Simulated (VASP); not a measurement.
Data:

```
CsI
1.0
    4.61190     0.00000     0.00000
    0.00000     4.61190     0.00000
    0.00000     0.00000     4.61190
Cs I
1 1
Cartesian
  0.00000   0.00000   0.00000
  2.30595   2.30595   2.30595
```

Calculation: r2SCAN meta-GGA, VASP's PBE PAW potentials (set 64) (plane waves; VASP 6.6.1). Numerical set-up: 480 eV cut-off, 6×6×6 Γ-centred mesh, Gaussian smearing of 0.050 eV, potentials Cs_sv I.

Energy and stress use the plane-wave basis of the starting cell.

**Question.** The ions, cell shape and volume at an external pressure of 20.0 GPa are relaxed. Which structure does the run end with?

**Answer.** 
```
CsI
1.0
    3.92887     0.00000     0.00000
    0.00000     3.92887     0.00000
    0.00000     0.00000     3.92887
Cs I
1 1
Direct
  0.00000   0.00000   0.00000
  0.50000   0.50000   0.50000
```
Space group Pm-3m (221), at a tolerance of 0.03 Å.

**Question.** How do energy and volume change from the first to the last step?

**Answer.** The energy (σ→0) changes by +728.3 meV/atom and the volume by -38.2 %, in 17 ionic steps.

```json
[
 {"step": "1", "E(σ→0) (eV)": "-53.1251", "max force (eV/Å)": "0.000", "pressure (GPa)": "0.02", "volume (Å³)": "98.09"},
 {"step": "2", "E(σ→0) (eV)": "-40.9558", "max force (eV/Å)": "0.000", "pressure (GPa)": "159.80", "volume (Å³)": "34.36"},
 {"step": "3", "E(σ→0) (eV)": "-52.1382", "max force (eV/Å)": "0.000", "pressure (GPa)": "14.37", "volume (Å³)": "65.06"},
 {"step": "4", "E(σ→0) (eV)": "-51.8789", "max force (eV/Å)": "0.000", "pressure (GPa)": "17.48", "volume (Å³)": "62.45"},
 {"step": "5", "E(σ→0) (eV)": "-51.6612", "max force (eV/Å)": "0.000", "pressure (GPa)": "20.09", "volume (Å³)": "60.59"},
 {"step": "6", "E(σ→0) (eV)": "-51.7390", "max force (eV/Å)": "0.000", "pressure (GPa)": "19.16", "volume (Å³)": "61.22"},
 {"step": "7", "E(σ→0) (eV)": "-51.7350", "max force (eV/Å)": "0.000", "pressure (GPa)": "19.20", "volume (Å³)": "61.19"},
 {"step": "8", "E(σ→0) (eV)": "-51.7229", "max force (eV/Å)": "0.000", "pressure (GPa)": "19.35", "volume (Å³)": "61.09"},
 {"step": "9", "E(σ→0) (eV)": "-51.7227", "max force (eV/Å)": "0.000", "pressure (GPa)": "19.35", "volume (Å³)": "61.09"},
 {"step": "10", "E(σ→0) (eV)": "-51.7220", "max force (eV/Å)": "0.000", "pressure (GPa)": "19.36", "volume (Å³)": "61.08"},
 {"step": "11", "E(σ→0) (eV)": "-51.7207", "max force (eV/Å)": "0.000", "pressure (GPa)": "19.38", "volume (Å³)": "61.07"},
 {"step": "12", "E(σ→0) (eV)": "-51.7181", "max force (eV/Å)": "0.000", "pressure (GPa)": "19.41", "volume (Å³)": "61.05"},
 {"step": "13", "E(σ→0) (eV)": "-51.7127", "max force (eV/Å)": "0.000", "pressure (GPa)": "19.47", "volume (Å³)": "61.01"},
 {"step": "14", "E(σ→0) (eV)": "-51.7021", "max force (eV/Å)": "0.000", "pressure (GPa)": "19.60", "volume (Å³)": "60.92"},
 {"step": "15", "E(σ→0) (eV)": "-51.6806", "max force (eV/Å)": "0.000", "pressure (GPa)": "19.86", "volume (Å³)": "60.74"},
 {"step": "16", "E(σ→0) (eV)": "-51.6368", "max force (eV/Å)": "0.000", "pressure (GPa)": "20.38", "volume (Å³)": "60.39"},
 {"step": "17", "E(σ→0) (eV)": "-51.6685", "max force (eV/Å)": "0.000", "pressure (GPa)": "20.00", "volume (Å³)": "60.65"}
]
```

The compound is CsI in the CsCl type structure. This run relaxes it under an external pressure of 20 GPa. Symmetry was kept, so distortions that lower it aren't found.
